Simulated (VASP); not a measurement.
**TaSe₂ (space group P6_3/mmc): computed properties**

Level of theory: LDA (Ceperley-Alder, Perdew-Zunger), VASP's LDA PAW potentials (set 64) (plane waves; VASP).

| Item | Value |
|---|---|
| space group | P6_3/mmc (194) |
| cell | a = 3.399 Å, b = 3.399 Å, c = 12.156 Å, α = 90.00°, β = 90.00°, γ = 120.00° |
| volume per atom | 20.27 Å³/atom |
| band gap (over mesh and band path) | none (metal, semimetal or under 0.01 eV) |
| band gap with spin-orbit coupling | none (metallic) |
| density | 9.25 g/cm³ |

Space group P6₃/mmc (No. 194); a = b = 3.399 Å, c = 12.156 Å, α = β = 90.00°, γ = 120.00°

```csv
atom,site,symmetry,x,y,z
Ta,2b,-6m2,0.0000,0.0000,0.2500
Se,4f,3m.,0.3333,0.6667,0.1135
```

Unless said otherwise, spin-orbit coupling is left out, though it shifts the bands of the heavy elements here.

The structure comes from a measured TaSe2 entry (P6_3/mmc) of the Crystallography Open Database, whose conditions weren't checked. It was relaxed first, which changed the volume by -6 %. Symmetry was kept, so distortions that lower it aren't found.
